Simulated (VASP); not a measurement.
Here is the system:

```
Ni2H
1.0
    2.47104     0.00000     0.00000
   -1.23552     2.13998     0.00000
    0.00000     0.00000     4.10966
Ni H
2 1
Direct
  0.00000   0.00000   0.28870
  0.33333   0.66667   0.77057
  0.66667   0.33333   0.02474
```

Calculation: LDA (Ceperley-Alder, Perdew-Zunger), VASP's LDA PAW potentials (set 64) (plane waves; VASP 6.6.1). Settings: 300 eV cut-off, 10×10×6 Γ-centred mesh, Gaussian smearing of 0.14 eV, potentials Ni H.

The run has a spin-polarised start.

Q: Give the spin-up energies of bands 2 to 13 at the high-symmetry points, in eV from the Fermi level.

A: 
```
band      Γ      M      K      A      L      H
----  -----  -----  -----  -----  -----  -----
2     -5.08  -4.73  -3.65  -7.24  -4.80  -3.53
3     -3.13  -4.20  -3.63  -3.10  -3.44  -3.52
4     -2.16  -3.04  -3.53  -2.36  -3.35  -3.35
5     -2.16  -2.41  -2.52  -2.23  -1.74  -2.65
6     -2.14  -2.23  -2.51  -2.23  -1.38  -2.64
7     -1.85  -1.84  -1.78  -2.13  -1.28  -1.80
8     -1.85  -0.22  -0.53  -2.13  -0.87  -1.30
9     -1.33  -0.21  -0.53  -0.71  -0.15  -0.33
10    -1.33  -0.09  -0.48  -0.71  -0.14  -0.33
11    -0.41   0.67   1.94  -0.66   0.36   3.12
12    -0.41   2.79   4.57  -0.66   0.64   4.94
13     4.96   7.81   4.58  11.33   5.92   4.96
```

Q: Give the spin-down energies of bands 2 to 13 at the high-symmetry points, in eV from the Fermi level.

A: 
```csv
band,Γ,M,K,A,L,H
2,-5.01,-4.66,-3.56,-7.22,-4.72,-3.44
3,-3.12,-4.10,-3.54,-2.99,-3.33,-3.42
4,-2.03,-2.96,-3.44,-2.25,-3.24,-3.26
5,-2.03,-2.31,-2.44,-2.10,-1.66,-2.56
6,-2.02,-2.12,-2.41,-2.10,-1.27,-2.54
7,-1.72,-1.72,-1.66,-2.00,-1.17,-1.68
8,-1.72,-0.10,-0.39,-2.00,-0.78,-1.17
9,-1.22,-0.07,-0.38,-0.58,-0.01,-0.20
10,-1.22,0.06,-0.36,-0.58,0.02,-0.19
11,-0.29,0.80,2.04,-0.54,0.48,3.23
12,-0.29,2.88,4.64,-0.54,0.70,4.99
13,5.05,7.84,4.64,11.36,5.99,5.02
```

It has no gap at this level: it comes out as a metal or semimetal.

The structure comes from a computed database's Ni2H entry (P3m1); how it stands against other phases isn't given here. The cell was not relaxed at this level.
